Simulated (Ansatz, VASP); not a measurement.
# WS2 in two plane-wave programs, part 2 of 2

Wanted: the spread between two codes on one cell, functional and k mesh. The structure shown is the start of the Ansatz relaxation below; VASP solves that cell, so the two are compared at the walk's first step.

VASP 6.6.1 and Ansatz 0.2.0.

So far. Step 3 (VASP: single point, PBEsol, start cell, pair 1): The run ends at a pressure of -0.95 GPa, with forces up to 0.15 eV/Å.

## 7. VASP: single point, PBEsol, start cell, pair 2

Level of this step: PBEsol, no spin polarisation; plane waves and PAW (W, S) (VASP).

The same cell, functional and mesh now go to VASP, with its own data sets.

The input, INCAR:

```
SYSTEM = WS2
PREC = Accurate
ENCUT = 520
EDIFF = 1E-06
NELM = 120
ISMEAR = 0
SIGMA = 0.01
LREAL = .FALSE.
ALGO = Normal
GGA = PS
NBANDS = 15
LASPH = .TRUE.
LORBIT = 11
LWAVE = .FALSE.
LCHARG = .FALSE.
ISIF = 2
LDIPOL = .TRUE.
IDIPOL = 3
DIPOL = 0.5 0.5 0.333
LVHAR = .TRUE.
GGA_COMPAT = .FALSE.
EFERMI = MIDGAP
NELMDL = -8
KPAR = 2
```

The input, POSCAR:

```
WS2
1.0
    3.1458467052      0.0000000000      0.0000000000
   -1.5729233526      2.8333584895      0.0000000000
    0.0000000000      0.0000000000     30.0000000000
W S
1 2
Direct
    0.3344241484      0.6688482968      0.3333333333
    0.6661212310      0.3322424619      0.3849919666
    0.6661212310      0.3322424619      0.2816746999
```

The input, KPOINTS:

```
Automatic mesh
0
Gamma
12 12 1
0 0 0
```

The projector-augmented-wave data sets are W and S (PBE family, release 64).

Run with:

```sh
mpirun -np 2 vasp_std
```

Numbers of over 12 decimals in the logs are rounded to 6 here.

What it wrote:

```text
[banner, memory and clock lines left out]
running    2 mpi-ranks, on    1 nodes
[...]
[... a notice as in an earlier step ...]

 LDA part: xc-table for (Slater+PW92), standard interpolation
 POSCAR, INCAR and KPOINTS ok, starting setup
[...]
entering main loop
       N       E                     dE             d eps       ncg     rms          rms(c)
DAV:   1     0.137539769607E+03    0.13754E+03   -0.56829E+03  1290   0.843E+02
DAV:   2    -0.799572718485E+01   -0.14554E+03   -0.13428E+03  2226   0.161E+02
DAV:   3    -0.262779881264E+02   -0.18282E+02   -0.18134E+02  1850   0.722E+01
DAV:   4    -0.266564752352E+02   -0.37849E+00   -0.37627E+00  1741   0.130E+01
[...]
DAV:  24    -0.252424756588E+02   -0.37438E-05   -0.13040E-07  1338   0.901E-04    0.141E-04
DAV:  25    -0.252424772109E+02   -0.15521E-05   -0.29421E-08  1387   0.529E-04    0.267E-04
DAV:  26    -0.252424779350E+02   -0.72404E-06   -0.10078E-08  1317   0.334E-04
   1 F= -.25242478E+02 E0= -.25242478E+02  d E =0.000000E+00
```

From OUTCAR (step 7):

```text
  Total       -0.9228339     -3.3337195     -0.4697447      0.0000000      0.0000000      0.0000000
  in kB       -5.5293464    -19.9746558     -2.8145703      0.0000000      0.0000000      0.0000000
  external PRESSURE =      -9.4395242 kB  Pullay stress =       0.0000000 kB

 POSITION                                       TOTAL-FORCE (eV/Angst)
 -----------------------------------------------------------------------------------
     -0.00000      1.89509     10.00000         0.000000      0.049271      0.000000
      1.57292      0.94136     11.54976        -0.000000     -0.024636     -0.143490
      1.57292      0.94136      8.45024        -0.000000     -0.024636      0.143490
 -----------------------------------------------------------------------------------
    total drift:                               -0.000000     -0.000086      0.000040

  FREE ENERGIE OF THE ION-ELECTRON SYSTEM (eV)
  ---------------------------------------------------
  free  energy   TOTEN  =       -25.2424779350 eV

  energy  without entropy=      -25.2424779350  energy(sigma->0) =      -25.24247793

[... 1 part as in an earlier step ...]

[... 2 further parts left out ...]
[key lines of the parts left out:]
E-fermi :  -2.6380
```

The run ends at a pressure of -0.94 GPa, with forces up to 0.15 eV/Å.

## 8. Comparison

What differs besides the data sets and the points named for the pairs above, as far as they apply: the data sets hold 26 valence electrons in Ansatz (on its PAW soft_1 files) and 18 in VASP. Total energies have different zeros and are not compared.

Forces (eV/Å; atoms numbered as in POSCAR):

```tsv
atom	Ansatz x, y, z	VASP x, y, z
W1	0.000, 0.046, 0.000	0.000, 0.049, 0.000
S2	0.000, -0.023, -0.110	0.000, -0.025, -0.143
S3	0.000, -0.023, 0.110	0.000, -0.025, 0.143
```

The forces differ by 16 meV/Å r.m.s., which is 22.2 % of the r.m.s. force of 0.071 eV/Å (both taken over all components). With vacuum in the cell, a pressure given here is an average over mostly empty space and none of the material.

## 9. Ansatz: relaxation, PBEsol

The two programs are compared at the cell with which this relaxation starts, whose forces are those of its first step.

The structure compared here is the start of the Ansatz relaxation; VASP solves that cell, so the two are compared at the walk's first step.

The input, input.yaml:

```yaml
crystal:
  lattice:
    - [3.3031390406, 0.0, 0.0]
    - [-1.6515695203, 2.7243831631, 0.0]
    - [0.0, 0.0, 30.0]
  atoms:
    - { symbol: W, position: [0.3316988488, 0.6633976975, 0.3333333333] }
    - { symbol: S, position: [0.6674839089, 0.3349678177, 0.3848037446] }
    - { symbol: S, position: [0.6674839089, 0.3349678177, 0.2818629221] }
  periodic: [true, true, false]
kpoints:
  mp_grid: { grid: [12, 12, 1] }
hamiltonian:
  xc: pbesol
  pseudopotentials: { kind: paw, azcp: { folder: soft_1 }, xc_functional: pbe }
scf:
  occupations: { method: fixed }
output:
  forces: true
  stress: true
  eigenvalues: true
relax:
  adjacent_minimum: "off"
  f_tol: 0.001
  max_steps: 60
```

Run with:

```sh
ansatz run input.yaml --threads 4 --pin off --max-ram 16384MiB --backend cpu --events-out ev --progress --plain --runs-dir out
```

What it wrote:

```text
[...]
Crystal: 3 atoms, lattice volume = 269.970 Å³
Basis set: ecut = 420 eV, 5313 PW (Γ), exchange–correlation on 48×48×432 points (8 copies of the dense FFT grid, shifted against one another)
Bands: 17, of which v1, the nominal top of the filled ones, is band 13 counted from 1 (12 counted from 0)
Symmetry: 4 space group operations
[...]
--- Relaxed structure (5 steps of the walk, 5 accepted, 0 SCFs on fresh bases) ---
  F+E_penalty+E_count = -12029.97931830 eV   max|allowed force component| = 9.536e-6 eV/Å
  cell:  # Å, volume = 269.9705 Å³
    - [3.3031390406, 0.0, 0.0]
    - [-1.6515695203, 2.7243831631, 0.0]
    - [0.0, 0.0, 30.0]
  atoms:
    - { symbol: W, position: [0.331288, 0.662576, 0.333333] }
    - { symbol: S, position: [0.667689, 0.335379, 0.384617] }
    - { symbol: S, position: [0.667689, 0.335379, 0.282049] }
[key lines of the parts left out:]
SCF converged after 4 iterations
Free energy (F): -12029.979318 eV
Fermi energy:    -5.658314 eV
P = ½ c Tr σ = -4.0001 N/m
```

## 10. VASP: single point, PBEsol, start cell, pair 3

The same cell, functional and mesh now go to VASP, with its own data sets.

INCAR is that of step 7.

The input, POSCAR:

```
WS2
1.0
    3.3031390406      0.0000000000      0.0000000000
   -1.6515695203      2.7243831631      0.0000000000
    0.0000000000      0.0000000000     30.0000000000
W S
1 2
Direct
    0.3316989373      0.6633978746      0.3333333333
    0.6674839671      0.3349679342      0.3848037333
    0.6674839671      0.3349679342      0.2818629333
```

KPOINTS is that of step 7.

Run with:

```sh
mpirun -np 2 vasp_std
```

What it wrote:

```text
[... set-up lines as in an earlier step ...]
 entering main loop
       N       E                     dE             d eps       ncg     rms          rms(c)
DAV:   1     0.137197572406E+03    0.13720E+03   -0.57117E+03  1290   0.847E+02
DAV:   2    -0.783032335385E+01   -0.14503E+03   -0.13394E+03  2214   0.160E+02
DAV:   3    -0.262381271939E+02   -0.18408E+02   -0.18106E+02  1815   0.720E+01
DAV:   4    -0.266420068965E+02   -0.40388E+00   -0.40157E+00  1711   0.132E+01
[...]
DAV:  24    -0.252112377557E+02   -0.44917E-05   -0.16230E-07  1261   0.106E-03    0.170E-04
DAV:  25    -0.252112392665E+02   -0.15107E-05   -0.30733E-08  1415   0.600E-04    0.263E-04
DAV:  26    -0.252112399792E+02   -0.71277E-06   -0.10958E-08  1261   0.313E-04
   1 F= -.25211240E+02 E0= -.25211240E+02  d E =0.000000E+00
```

OUTCAR, selected parts (step 10):

```text
  Total       -3.8995442     -1.1933587     -0.4686063      0.0000000      0.0000000      0.0000000
  in kB      -23.1423860     -7.0821530     -2.7810092      0.0000000      0.0000000      0.0000000
  external PRESSURE =     -11.0018494 kB  Pullay stress =       0.0000000 kB

 POSITION                                       TOTAL-FORCE (eV/Angst)
 -----------------------------------------------------------------------------------
     -0.00000      1.80735     10.00000        -0.000000     -0.067274      0.000000
      1.65157      0.91258     11.54411         0.000000      0.033637     -0.143670
      1.65157      0.91258      8.45589         0.000000      0.033637      0.143670
 -----------------------------------------------------------------------------------
    total drift:                               -0.000001      0.000319      0.000043

  FREE ENERGIE OF THE ION-ELECTRON SYSTEM (eV)
  ---------------------------------------------------
  free  energy   TOTEN  =       -25.2112399792 eV

  energy  without entropy=      -25.2112399792  energy(sigma->0) =      -25.21123998

[... 1 part as in an earlier step ...]

[... 2 further parts left out ...]
[key lines of the parts left out:]
E-fermi :  -2.6792
```

The run ends at a pressure of -1.10 GPa, with forces up to 0.15 eV/Å.

## 11. Differences

What differs besides the data sets and the points named for the pairs above, as far as they apply: the data sets hold 26 valence electrons in Ansatz (on its PAW soft_1 files) and 18 in VASP. Total energies have different zeros and are not compared.

Forces (eV/Å; atoms numbered as in POSCAR):

```tsv
atom	Ansatz x, y, z	VASP x, y, z
W1	0.000, -0.064, 0.000	0.000, -0.067, 0.000
S2	0.000, 0.032, -0.109	0.000, 0.034, -0.144
S3	0.000, 0.032, 0.109	0.000, 0.034, 0.144
```

The forces differ by 17 meV/Å r.m.s., which is 22.7 % of the r.m.s. force of 0.073 eV/Å (both taken over all components). With vacuum in the cell, a pressure given here is an average over mostly empty space and none of the material.

## 12. Summary of results

```
r.m.s. force difference (single point, PBEsol, start cell, pair 1) : 16 meV/Å
r.m.s. force difference (single point, PBEsol, start cell, pair 2) : 16 meV/Å
r.m.s. force difference (single point, PBEsol, start cell, pair 3) : 17 meV/Å
```

What this shows: The r.m.s. force difference is 17 meV/Å (single point, PBEsol, start cell, pair 3), beyond the 12 meV/Å picked in this series as the mark of a large difference. The data sets hold unlike numbers of valence electrons (26 in Ansatz and 18 in VASP), so part of the differences comes from the potentials. Single point, PBEsol, start cell, pair 1, VASP with the data sets W_sv and S and a cutoff of 400 eV: r.m.s. force difference goes from 16 to 9.6 meV/Å. What causes the difference of the single point, PBEsol, start cell, pair 2 pair stays open here. What causes the difference of the single point, PBEsol, start cell, pair 3 pair stays open here. 13 further runs of this series are not shown here. How closely two codes agree says nothing of how well the functional describes the real material.

[Lines on the potential files, build, host, timing and source positions are cut from VASP's logs without a mark.]

[Logs are printed without paths, hosts, clocks, repeated set-up lines and the standing remarks that a program may print on its own settings, such as how far it seeks lower states.]

[Hosts, paths, dates, database ids (printed as entryN), source tags and the programs' standing remarks are cut or masked in the printed files.]
